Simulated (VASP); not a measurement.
VASP ran on this input.

### KPOINTS
```
Automatic mesh
0
Gamma
13 13 13
0 0 0
```

INCAR:
```
ALGO = Normal
EDIFF = 1E-6
EDIFFG = -0.01
ENCUT = 400
GGA = PS
IBRION = 2
ISIF = 3
ISMEAR = 1
LASPH = T
LCHARG = F
LREAL = F
LWAVE = F
NELM = 100
NSW = 60
PREC = Accurate
SIGMA = 0.1
SYSTEM = MgAl
```

POSCAR:
```
MgAl
1
    1.4947100000     0.8629710000     5.0047070000
   -1.4947100000     0.8629710000     5.0047070000
    0.0000000000    -1.7259420000     5.0047070000
Mg Al
1 1
Direct
  0.5000000000   0.5000000000   0.5000000000
  0.0000000000   0.0000000000   0.0000000000
```

POTCAR, in this order: Mg Al (PBE.64 set). Program: vasp_std.

Q: Write an equivalent input for Ansatz.

A: One equivalent input (not run):
Ansatz 0.2 input:
```yaml
crystal:
  lattice:
    - [1.4947100, 0.8629710, 5.0047070]
    - [-1.4947100, 0.8629710, 5.0047070]
    - [0.0000000, -1.7259420, 5.0047070]
  atoms:
    - { symbol: Mg, position: [0.5000000, 0.5000000, 0.5000000] }
    - { symbol: Al, position: [0.0000000, 0.0000000, 0.0000000] }
kpoints:
  mp_grid: { grid: [13, 13, 13] }
hamiltonian:
  xc: pbesol
  pseudopotentials: { kind: paw }
scf:
  occupations: { method: methfessel_paxton, width: 0.1 }
  max_iter: 100
relax:
  max_steps: 60
  f_tol: 0.01
  cell: {}
output: { forces: true, stress: true, eigenvalues: true }
```
The two are equivalent in intent, not identical: each code has its own PAW files, so the cut-off isn't converted (ENCUT is set for VASP's; basis.ecutwfc is left out, and Ansatz then takes the one that its files recommend); Ansatz stops its SCF on the density residual and VASP on the energy change (EDIFF).

The structure comes from a computed database's MgAl entry (R-3m); how it stands against other phases isn't given here. This run relaxes it. Symmetry was kept, so distortions that lower it aren't found.
